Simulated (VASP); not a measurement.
```
AuZn
1.0
    3.15000     0.00000     0.00000
    0.00000     3.15000     0.00000
    0.00000     0.00000     3.15000
Zn Au
1 1
Direct
  0.50000   0.50000   0.50000
  0.00000   0.00000   0.00000
```

The numbers are results of rev-vdW-DF2, VASP's PBE PAW potentials (set 64) (plane waves; VASP 6.6.1), not measurements. Settings: 520 eV cut-off, 10×10×10 Γ-centred mesh, first-order Methfessel-Paxton smearing of 0.10 eV, potentials Zn Au.

Question: The ions, cell shape and volume are relaxed. Give the cell that the relaxation ends in.

Answer: 
```
AuZn
1.0
    3.16246     0.00000     0.00000
    0.00000     3.16246     0.00000
    0.00000     0.00000     3.16246
Zn Au
1 1
Cartesian
  1.58123   1.58123   1.58123
  0.00000   0.00000   0.00000
```
Space group Pm-3m (221), at a tolerance of 0.03 Å.

Question: How do energy and volume change from the first to the last step?

Answer: The energy (σ→0) changes by -0.9 meV/atom and the volume by +1.2 %, in 3 ionic steps.

```csv
step,E(σ→0) (eV),max force (eV/Å),pressure (GPa),volume (Å³)
1,0.1774,0.000,1.50,31.26
2,0.1767,0.000,-1.14,31.92
3,0.1756,0.000,-0.05,31.63
```

The compound is AuZn in the CsCl type structure. This run relaxes it. Symmetry was kept, so distortions that lower it aren't found. The electron count is odd and the run is not spin-polarised, which forces a metal.
